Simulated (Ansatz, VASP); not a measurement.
## HfRu in two plane-wave programs

Wanted: the spread between two codes on one cell, functional and k mesh. The cell is taken from a series of runs on this material, whose earlier steps may have relaxed, scaled, displaced or heated it; both programs get it as it stands.

Method: plane waves, with VASP 6.6.1 beside it; relaxation of cell and atoms at PBEsol and zone-centre phonons at PBEsol, in Ansatz 0.2.0.

## Step 1: Starting point

It takes space group Pm-3m (No. 221, cubic). The conventional cell has a = 3.209 Å, b = 3.209 Å, c = 3.209 Å, α = 90.00°, β = 90.00°, γ = 90.00°. Nearest to Hf lie 8 Ru at 2.78 Å. Nearest to Ru lie 8 Hf at 2.78 Å. Farther neighbours are not listed.

Coordinates:

```xyz
2
Lattice="3.2088 0.0000 0.0000 0.0000 3.2088 0.0000 0.0000 0.0000 3.2088" Properties=species:S:1:pos:R:3 pbc="T T T"
Hf    0.0000    0.0000    0.0000
Ru    1.6044    1.6044    1.6044
```

## Step 2: VASP: relaxation of cell and atoms, PBEsol

The relaxed volume is the usual yardstick between codes: in a stiff, nearly cubic crystal its relative difference is about their pressure difference at one cell divided by the bulk modulus.

Lines of VASP's logs that name or quote its potential files are left out, and so is its time.

Contents of INCAR:

```
SYSTEM = HfRu
PREC = Accurate
ENCUT = 500
EDIFF = 1E-07
NELM = 120
ISMEAR = 1
SIGMA = 0.2
LREAL = .FALSE.
ALGO = Normal
GGA = PS
NBANDS = 18
LASPH = .TRUE.
LORBIT = 11
LWAVE = .FALSE.
LCHARG = .FALSE.
ISIF = 3
IBRION = 2
NSW = 80
EDIFFG = -0.005
GGA_COMPAT = .FALSE.
NELMIN = 4
KPAR = 2
```

Contents of POSCAR:

```
HfRu
1.0
    3.2088470000      0.0000000000      0.0000000000
    0.0000000000      3.2088470000      0.0000000000
    0.0000000000      0.0000000000      3.2088470000
Hf Ru
1 1
Direct
    0.0000000000      0.0000000000      0.0000000000
    0.5000000000      0.5000000000      0.5000000000
```

Contents of KPOINTS:

```
Automatic mesh
0
Gamma
16 16 16
0 0 0
```

The projector-augmented-wave data sets are Hf_pv and Ru_pv (PBE family, release 64).

The run is started by

```
$ mpirun -np 2 vasp_std
```

Numbers of over 12 decimals in the logs are rounded to 6 here.

The program printed:

```text
[banner, memory and clock lines left out]
running    2 mpi-ranks, on    1 nodes
 distrk:  each k-point on    1 cores,    2 groups
 distr:  one band on    1 cores,    1 groups

 POSCAR found type information on POSCAR HfRu
 POSCAR found :  2 types and       2 ions
|                                                                             |
|               ----> ADVICE to this user running VASP <----                  |
|                                                                             |
|     You enforced a specific xc type in the INCAR file but a different       |
|     [... a line on the potential file left out ...]
|     I HOPE YOU KNOW WHAT YOU ARE DOING!                                     |
|                                                                             |

 LDA part: xc-table for (Slater+PW92), standard interpolation
 POSCAR, INCAR and KPOINTS ok, starting setup
 FFT: planning ... GRIDC
 FFT: planning ... GRID_SOFT
 FFT: planning ... GRID
 WAVECAR not read
 entering main loop
       N       E                     dE             d eps       ncg     rms          rms(c)
DAV:   1     0.158158128596E+03    0.15816E+03   -0.14229E+04  5964   0.133E+03
DAV:   2    -0.193150578042E+02   -0.17747E+03   -0.17421E+03  6704   0.368E+02
DAV:   3    -0.232157293186E+02   -0.39007E+01   -0.38678E+01  6954   0.503E+01
DAV:   4    -0.232483374623E+02   -0.32608E-01   -0.32594E-01  6976   0.460E+00
DAV:   5    -0.232488195899E+02   -0.48213E-03   -0.48211E-03  6906   0.489E-01    0.664E+01
DAV:   6    -0.225524346205E+02    0.69638E+00   -0.30167E+00  6186   0.126E+01    0.325E+01
DAV:   7    -0.229478965877E+02   -0.39546E+00   -0.73552E+00  6340   0.132E+01    0.243E+01
DAV:   8    -0.222535283973E+02    0.69437E+00   -0.41556E+00  6298   0.116E+01    0.348E+00
DAV:   9    -0.222509173240E+02    0.26111E-02   -0.65824E-02  6256   0.209E+00    0.278E+00
DAV:  10    -0.222506329149E+02    0.28441E-03   -0.86863E-04  7102   0.205E-01    0.337E-01
DAV:  11    -0.222506277178E+02    0.51970E-05   -0.18883E-04  6428   0.835E-02    0.165E-01
DAV:  12    -0.222506188840E+02    0.88338E-05   -0.32372E-05  6428   0.389E-02    0.225E-02
DAV:  13    -0.222506189403E+02   -0.56237E-07   -0.18420E-06  7410   0.101E-02    0.242E-03
DAV:  14    -0.222506187535E+02    0.18683E-06   -0.60580E-08  3510   0.235E-03    0.750E-03
DAV:  15    -0.222506188303E+02   -0.76815E-07   -0.22737E-08  3166   0.136E-03
   1 F= -.22250619E+02 E0= -.22250630E+02  d E =-.222506E+02
 curvature:   0.00 expect dE= 0.000E+00 dE for cont linesearch  0.000E+00
 trial: gam= 0.00000 g(F)=  0.000E+00 g(S)=  0.428E-02 ort = 0.000E+00 (trialstep = 0.100E+01)
 search vector abs. value=  0.428E-02
 bond charge predicted
       N       E                     dE             d eps       ncg     rms          rms(c)
DAV:   1    -0.223840814231E+02   -0.13346E+00   -0.22256E+00  5982   0.144E+01    0.634E+00
DAV:   2    -0.223805805988E+02    0.35008E-02   -0.25146E+00  6272   0.934E+00    0.550E+00
DAV:   3    -0.222517312277E+02    0.12885E+00   -0.74009E-01  6338   0.480E+00    0.571E-01
DAV:   4    -0.222480511003E+02    0.36801E-02   -0.24476E-02  6162   0.119E+00    0.294E-01
DAV:   5    -0.222479584554E+02    0.92645E-04   -0.94866E-04  6728   0.182E-01    0.262E-01
DAV:   6    -0.222480584019E+02   -0.99947E-04   -0.26175E-04  6970   0.914E-02    0.492E-02
DAV:   7    -0.222480595246E+02   -0.11226E-05   -0.12064E-05  7954   0.187E-02    0.818E-03
DAV:   8    -0.222480589602E+02    0.56433E-06   -0.28587E-07  6022   0.385E-03    0.229E-03
DAV:   9    -0.222480589254E+02    0.34866E-07   -0.15367E-08  3236   0.103E-03
   2 F= -.22248059E+02 E0= -.22248137E+02  d E =0.255990E-02
 trial-energy change:    0.002560  1 .order    0.002617   -0.004275    0.009510
 step:   0.3155(harm=  0.3101)  dis= 0.00000  next Energy=   -22.251295 (dE=-0.676E-03)
 bond charge predicted
       N       E                     dE             d eps       ncg     rms          rms(c)
DAV:   1    -0.223184235377E+02   -0.70365E-01   -0.10496E+00  5996   0.991E+00    0.447E+00
DAV:   2    -0.223331357762E+02   -0.14712E-01   -0.14394E+00  6370   0.686E+00    0.410E+00
DAV:   3    -0.222524249990E+02    0.80711E-01   -0.45241E-01  6390   0.363E+00    0.411E-01
DAV:   4    -0.222512511193E+02    0.11739E-02   -0.98518E-03  6144   0.725E-01    0.160E-01
DAV:   5    -0.222512625828E+02   -0.11463E-04   -0.27190E-04  7116   0.107E-01    0.168E-01
DAV:   6    -0.222513018388E+02   -0.39256E-04   -0.95124E-05  6838   0.539E-02    0.645E-02
DAV:   7    -0.222513001319E+02    0.17069E-05   -0.17534E-05  7632   0.213E-02    0.829E-03
DAV:   8    -0.222513002423E+02   -0.11037E-06   -0.66518E-07  6828   0.572E-03    0.589E-03
DAV:   9    -0.222513004125E+02   -0.17023E-06   -0.56071E-08  3160   0.233E-03    0.117E-03
DAV:  10    -0.222513003843E+02    0.28144E-07   -0.71998E-09  3074   0.657E-04
   3 F= -.22251300E+02 E0= -.22251329E+02  d E =-.681554E-03
 curvature:  -0.16 expect dE=-0.370E-08 dE for cont linesearch -0.370E-08
 trial: gam= 0.00000 g(F)=  0.156E-63 g(S)=  0.239E-07 ort =-0.101E-04 (trialstep = 0.863E+00)
 search vector abs. value=  0.240E-07
 reached required accuracy - stopping structural energy minimisation
```

From OUTCAR (step 2):

```text
ion  position               nearest neighbor table
   1  0.000  0.000  0.000-   2 2.78   2 2.78   2 2.78   2 2.78   2 2.78   2 2.78   2 2.78   2 2.78

  LATTYP: Found a simple cubic cell.
 ALAT       =     3.2088470000

 Subroutine GETGRP returns: Found 48 space group operations
 (whereof 48 operations were pure point group operations)

The static configuration has the point symmetry O_h .

 Found    165 irreducible k-points:

   k-points           NKPTS =    165   k-points in BZ     NKDIM =    165   number of bands    NBANDS=     18

   dimension x,y,z NGX =    24 NGY =   24 NGZ =   24
   dimension x,y,z NGXF=    48 NGYF=   48 NGZF=   48

   ENCUT  =  500.0 eV  36.75 Ry    6.06 a.u.   5.85  5.85  5.85*2*pi/ulx,y,z

   NELECT =      24.0000    total number of electrons

 k-points in reciprocal lattice and weights: Automatic mesh
   0.00000000  0.00000000  0.00000000       0.000
   0.06250000  0.00000000  0.00000000       0.001
   0.12500000  0.00000000  0.00000000       0.001
   0.18750000  0.00000000  0.00000000       0.001
   0.25000000  0.00000000  0.00000000       0.001
   0.31250000  0.00000000  0.00000000       0.001
   0.37500000  0.00000000  0.00000000       0.001
   0.43750000  0.00000000  0.00000000       0.001
   0.50000000  0.00000000  0.00000000       0.001
[...]
0.50000000  0.50000000  0.43750000       0.001
   0.50000000  0.50000000  0.50000000       0.000

 average (electrostatic) potential at core
       1 -33.1373       2 -70.7726

 E-fermi :   8.7334

 k-point     1 :       0.0000    0.0000    0.0000
  band No.  band energies     occupation
    ...
      8       3.5929      2.00000
      9       3.5929      2.00000
     10       7.0437      2.00000
     11       7.0437      2.00000
     12       7.0437      2.00000
     13      10.8715     -0.00000
     14      10.8715     -0.00000
     15      14.5893      0.00000
     16      14.5893      0.00000
     17      14.5893      0.00000
    ...

 k-point     2 :       0.0625    0.0000    0.0000
  band No.  band energies     occupation
    ...
      8       3.6340      2.00000
      9       3.6598      2.00000
     10       7.0330      2.00000
     11       7.0330      2.00000
     12       7.0674      2.00000
     13      10.7675     -0.00000
     14      10.9062     -0.00000
     15      14.1728      0.00000
     16      14.1728      0.00000
     17      14.5299      0.00000
    ...

 k-point     3 :       0.1250    0.0000    0.0000
  band No.  band energies     occupation
    ...
      8       3.7561      2.00000
      9       3.8513      2.00000
     10       7.0045      2.00000
     11       7.0045      2.00000
     12       7.1364      2.00000
     13      10.4709     -0.00000
     14      10.9970     -0.00000
     15      13.3576      0.00000
     16      13.3576      0.00000
     17      14.3607      0.00000
    ...

  Total        0.0005744      0.0005744      0.0005744      0.0000000      0.0000000     -0.0000000
  in kB        0.0280074      0.0280074      0.0280074      0.0000000      0.0000000     -0.0000000
  external PRESSURE =       0.0280074 kB  Pullay stress =       0.0000000 kB

  energy-cutoff  :      500.00
  volume of cell :       32.86
      direct lattice vectors                 reciprocal lattice vectors
     3.202910697 -0.000000000 -0.000000000     0.312216011  0.000000000 -0.000000000
    -0.000000000  3.202910697  0.000000000     0.000000000  0.312216011 -0.000000000
     0.000000000  0.000000000  3.202910697     0.000000000 -0.000000000  0.312216011

 POSITION                                       TOTAL-FORCE (eV/Angst)
 -----------------------------------------------------------------------------------
      0.00000      0.00000      0.00000        -0.000000      0.000000      0.000000
      1.60146      1.60146      1.60146         0.000000     -0.000000      0.000000
 -----------------------------------------------------------------------------------
    total drift:                                0.000000     -0.000000     -0.000000

  FREE ENERGIE OF THE ION-ELECTRON SYSTEM (eV)
  ---------------------------------------------------
  free  energy   TOTEN  =       -22.2513003843 eV

  energy  without entropy=      -22.2513855111  energy(sigma->0) =      -22.25132876

 reached required accuracy - stopping structural energy minimisation

 total charge
# of ion       s       p       d       tot
------------------------------------------
    1        0.413   6.587   1.603   8.603
    2        0.385   6.236   6.127  12.748
--------------------------------------------------
tot          0.798  12.823   7.730  21.351

[... 3 further parts left out ...]
```

CONTCAR:

```
HfRu
   1.00000000000000
     3.2029106966536833   -0.0000000000000000   -0.0000000000000000
    -0.0000000000000000    3.2029106966536833    0.0000000000000000
     0.0000000000000000    0.0000000000000000    3.2029106966536833
  Hf              Ru
     1     1
Direct
     0.0000000000000000    0.0000000000000000    0.0000000000000000
     0.5000000000000000    0.5000000000000000    0.5000000000000000
```

## Step 3: Ansatz: relaxation of cell and atoms, PBEsol

Ansatz runs on its PAW soft_1 files.

The same cell, functional, mesh and smearing now go to Ansatz, which takes its cutoff from its data sets.

Contents of input.yaml:

```yaml
crystal:
  lattice:
    - [3.2088468528, 0.0, 0.0]
    - [0.0, 3.2088468528, 0.0]
    - [0.0, 0.0, 3.2088468528]
  atoms:
    - { symbol: Hf, position: [0.0, 0.0, 0.0] }
    - { symbol: Ru, position: [0.5, 0.5, 0.5] }
kpoints:
  mp_grid: { grid: [16, 16, 16] }
hamiltonian:
  xc: pbesol
  pseudopotentials: { kind: paw, azcp: { folder: soft_1 }, xc_functional: pbe }
scf:
  occupations: { method: methfessel_paxton, width: 0.2 }
output:
  forces: true
  stress: true
  eigenvalues: true
relax:
  adjacent_minimum: "off"
  f_tol: 0.001
  max_steps: 60
  cell: { stress_tol: 0.01 }
```

The run is started by

```
$ ansatz run input.yaml --threads 4 --pin off --max-ram 10240MiB --backend cpu --events-out ev --progress --plain --runs-dir out
```

The program printed:

```text
Engine: ansatz 0.2.0, aarch64-unknown-linux-gnu
Pseudopotentials: kind: paw
Pseudopotential: Hf, paw, valence charge 26, recommended cutoff 420 eV (normal), soft_1/Hf.paw.azcp
Pseudopotential: Ru, paw, valence charge 16, recommended cutoff 420 eV (normal), soft_1/Ru.paw.azcp
Functional definition: PBEsol
  exchange = pbesol_x
  correlation = pbesol_c
Crystal: 2 atoms, lattice volume = 33.041 Å³
Basis set: ecut = 420 eV, 619 PW (Γ), exchange–correlation on 48×48×48 points (8 copies of the dense FFT grid, shifted against one another)
Bands: 26, of which v1, the nominal top of the filled ones, is band 21 counted from 1 (20 counted from 0)
Symmetry: 48 space group operations
Space group: Pm-3m (ITA 221), of the structure as read, at distance tolerance 3.2e-5 Å
k-points: 165 of 4096
Non-local potential: Hf, projectors of the file, l = 0: 3, l = 1: 2, l = 2: 2, l = 3: 3
Non-local potential: Ru, projectors of the file, l = 0: 3, l = 1: 2, l = 2: 2, l = 3: 1
PAW form: soft (Blöchl's): semilocal exchange-correlation on the pseudo side does not see the compensation charge
PAW frozen core: Hf, regenerated for the run's functional, and the local potential with it (the file was generated under x = pbe(κ = 0.804, μ = 0.219515), c = pbe(β = 0.066725))
PAW frozen core: Ru, regenerated for the run's functional, and the local potential with it (the file was generated under x = pbe(κ = 0.804, μ = 0.219515), c = pbe(β = 0.066725))
PAW one-centre angular grid: Hf, 590 points (default); XC on 64 Gauss nodes
PAW one-centre angular grid: Ru, 590 points (default); XC on 64 Gauss nodes
Initial density: superposition of atomic densities (chi_scale 0.1, normalization cell, long waves kept (reshape's long-wave potential 0.00 eV rms))
Initial wavefunctions: pseudopotential atomic-orbital guess
Functional: x = pbesol(κ = 0.804, μ = 0.123457), c = pbesol(β = 0.046)
SCF iter   1: F=—  HF=-21424.069482 eV  |F-HF|=—  |Δ(HF+E_count)|=         —  Δρ=3.08e-1  dr2=5.54e1  ethr=3.10e-3  ⟨swp⟩=4.8  Hψ=16479  notcnv=0
preconditioner: auto → Kerker (q_TF=auto, 2.840 Å⁻¹)  [metal: Δε(μ)=0.007 eV  Ē_g=20.754 eV  σ=0.200 eV  W_gap=0.03  n_scr=18 (ndim 8)  ℏωp=39.8 eV  f_vac=0.000  D(μ)=1.06/eV (n_scr^D=6)]
SCF iter   2: F=—  HF=-21418.912224 eV  |F-HF|=—  |Δ(HF+E_count)|=    5.16e0  S|Δr|=    0.00e0  Δρ=1.65e-1  dr2=1.63e1  ethr=3.10e-3  ⟨swp⟩=2.0  Hψ=9479  notcnv=0  defer=89
SCF iter   3: F=—  HF=-21416.993827 eV  |F-HF|=—  |Δ(HF+E_count)|=    1.92e0  S|Δr|=    0.00e0  Δρ=2.60e-2  dr2=2.36e-1  ethr=3.10e-3  ⟨swp⟩=3.0  Hψ=9197  notcnv=0  defer=90
SCF iter   4: F=—  HF=-21416.892505 eV  |F-HF|=—  |Δ(HF+E_count)|=   1.01e-1  S|Δr|=    0.00e0  Δρ=1.55e-2  dr2=6.62e-2  ethr=5.63e-4  ⟨swp⟩=2.3  Hψ=9640  notcnv=0  defer=63
SCF iter   5: F=—  HF=-21416.869975 eV  |F-HF|=—  |Δ(HF+E_count)|=   2.25e-2  S|Δr|=    0.00e0  Δρ=6.63e-3  dr2=2.27e-2  ethr=1.58e-4  ⟨swp⟩=2.0  Hψ=7364  notcnv=0  defer=63
SCF iter   6: F=—  HF=-21416.867758 eV  |F-HF|=—  |Δ(HF+E_count)|=   2.22e-3  S|Δr|=    0.00e0  Δρ=1.69e-3  dr2=1.12e-3  ethr=5.40e-5  ⟨swp⟩=1.5  Hψ=4349  notcnv=0  defer=63
SCF iter   7: F=—  HF=-21416.867434 eV  |F-HF|=—  |Δ(HF+E_count)|=   3.24e-4  S|Δr|=    0.00e0  Δρ=2.25e-4  dr2=1.44e-5  ethr=2.67e-6  ⟨swp⟩=2.0  Hψ=6630  notcnv=0  defer=63
SCF iter   8: F=—  HF=-21416.867419 eV  |F-HF|=—  |Δ(HF+E_count)|=   1.55e-5  S|Δr|=    0.00e0  Δρ=7.80e-5  dr2=1.78e-6  ethr=3.44e-8  ⟨swp⟩=2.1  Hψ=7164  notcnv=0  defer=62
SCF iter   9: F=—  HF=-21416.867418 eV  |F-HF|=—  |Δ(HF+E_count)|=   1.24e-6  S|Δr|=    0.00e0  Δρ=1.96e-5  dr2=1.18e-7  ethr=4.24e-9  ⟨swp⟩=2.1  Hψ=7444  notcnv=0  defer=62
SCF iter  10: F=-21416.867417 eV  HF=-21416.867417 eV  |F-HF|=1.91e-9  |Δ(HF+E_count)|=   4.04e-8  S|Δr|=    0.00e0  Δρ=3.34e-6  dr2=3.42e-9  ethr=2.38e-10  ⟨swp⟩=7.7  Hψ=20927  notcnv=0
SCF 1 converged in 10 iterations: F = -21416.867417 eV  dr2 = 3.42e-9
  greatest PAW one-centre occupation: 1.000 electrons in one spin orbital (limit 2), on the Ru atom at site 1 (counted from 0), in its partial waves of l = 0
relax step   1: F+E_penalty+E_count = -21416.86741747 eV  Δ(F+E_penalty+E_count) = +0.000e0 eV  max|allowed force component| = 1.446e-30 eV/Å  Δτ_max = 0.0000 Å  P = -0.050 GPa  Ω = 33.041 Å³  (10 SCF iters, dr2 threshold 1.00e-7 eV, accepted)
[...]
relax step   2: F+E_penalty+E_count = -21416.86743255 eV  Δ(F+E_penalty+E_count) = -1.507e-5 eV  max|allowed force component| = 3.418e-29 eV/Å  Δτ_max = 0.0000 Å  P = +0.108 GPa  Ω = 33.016 Å³  energy of the carried Pulay correction = +1.957e-5 eV  (6 SCF iters, dr2 threshold 6.15e-9 eV, rejected (line search))
[...]
relax step   3: F+E_penalty+E_count = -21416.86742481 eV  Δ(F+E_penalty+E_count) = -7.332e-6 eV  max|allowed force component| = 4.207e-30 eV/Å  Δτ_max = 0.0000 Å  P = +0.000 GPa  Ω = 33.033 Å³  energy of the carried Pulay correction = +6.144e-6 eV  (9 SCF iters, accepted)
[...]
relax step   4: F+E_penalty+E_count = -21416.86742420 eV  Δ(F+E_penalty+E_count) = +6.027e-7 eV  max|allowed force component| = 4.733e-30 eV/Å  Δτ_max = 0.0000 Å  P = -0.000 GPa  Ω = 33.033 Å³  stress off target by 2.60e-4 GPa  SCF on the basis re-selected at this cell (its energy is not comparable with the rows above)  (5 SCF iters)
basis re-selected at this cell: Δ(F+E_penalty+E_count) = +6.027e-7 eV, ΔP = -0.000 GPa vs the last step (what re-selecting the basis moved, of the pressure what is left beyond the Pulay correction that the steps carried, after the strain that the cell walked since its last selection, with what the two solves' SCF thresholds leave and, on support functions, any second-order correction that the steps lacked; it is no m [...]
SCF converged after 5 iterations
Stability not checked: this state was not tested for a lower state beside it, because cold or Methfessel-Paxton smearing, or corrected tetrahedra, fill the levels in a way that the test cannot read (fill_not_monotonic; see scf.lower_state_search)
Free energy (F): -21416.867424 eV
Harris-Foulkes:  -21416.867424 eV  (|F-HF|=3.64e-12)
Internal energy: -21416.867422 eV  (E = F + TS)
E sigma→0 (E₀):  -21416.867424 eV
Entropy (-TS):   -0.000002 eV (-0.001 meV/atom)
Fermi energy:    21.943792 eV
--- Per-component energies (eV) ---
  E_band       = 12.484565
  E_kinetic    = 871.827497
  E_local      = -7259.438107  (includes V_loc(G=0)·N_el)
  E_nonlocal   = 483.208416
  E_hartree    = 3370.405766
  E_xc         = -435.047009
  E_vxc        = -470.840794  (∫ρ·V_xc dr)
  E_paw        = -11018.441782  (= ΣΔE_a)
  E_vpaw       = -353.084697  (= ΣTr[D̂ρ^β])
  E_aug_tail   = 0.000725  (compensation charges beyond the density's cutoff)
  E_ewald      = -7430.887281
  E_core_change = 1.504353  (= ΣΔE_core)
  E_smearing   = -0.000002  (= −TS)
  E_closure    = -0.000000  (closes the sum)
  Σ components = -21416.867424   (vs F -21416.867424, Δ=0.00e0)
--- Forces (eV/Å), atoms counted from 1 ---
  atom   1  Hf    -0.00000000     0.00000000     0.00000000
  atom   2  Ru     0.00000000     0.00000000     0.00000000
  max |Σ_I F_I| component: 7.36e-30 eV/Å
--- Stress (GPa, compression-positive) ---
       -0.000260       0.000000       0.000000
        0.000000      -0.000260       0.000000
        0.000000       0.000000      -0.000260
  P = ⅓ Tr σ = -0.0003 GPa (-0.003 kbar)
--- Band table (eV; the first three rows and the last of 165) ---
  k-point 0: bands = [... 17 lower, 16.8328, 20.2562, 20.2562, 20.2562, 24.0603, 24.0603, 27.7495, 27.7495, ... 1 higher]
  k-point 1: bands = [... 17 lower, 16.8991, 20.2465, 20.2465, 20.2808, 23.9583, 24.0947, 27.3399, 27.3399, ... 1 higher]
  k-point 2: bands = [... 17 lower, 17.0890, 20.2208, 20.2208, 20.3523, 23.6669, 24.1845, 26.5346, 26.5346, ... 1 higher]
  k-point 164: bands = [... 17 lower, 18.9179, 20.0501, 20.0501, 20.0501, 22.0291, 22.0291, 28.3648, 28.3648, ... 1 higher]
--- Relaxed structure (3 steps of the walk, 2 accepted, 1 SCFs on fresh bases) ---
  F+E_penalty+E_count = -21416.86742420 eV   max|allowed force component| = 4.733e-30 eV/Å   (the final SCF, on the basis selected at the relaxed cell)
  cell:  # Å, volume = 33.0328 Å³
    - [3.208598, 0, 0.0]
    - [0, 3.208598, 0.0]
    - [0.0, 0.0, 3.208598]
  atoms:
    - { symbol: Hf, position: [0, 0, 0] }
    - { symbol: Ru, position: [0.5, 0.5, 0.5] }
```

The column dr2 measures how far the density is from self-consistency, as an energy; F and HF (Harris–Foulkes) agree once it is small.

(Continued in part 2 of 2.)

[Lines on the potential files, build, host, timing and source positions are cut from VASP's logs without a mark.]

[Logs are printed without paths, hosts, clocks, repeated set-up lines and the standing remarks that a program may print on its own settings, such as how far it seeks lower states.]

[Hosts, paths, dates, database ids (printed as entryN), source tags and the programs' standing remarks are cut or masked in the printed files.]
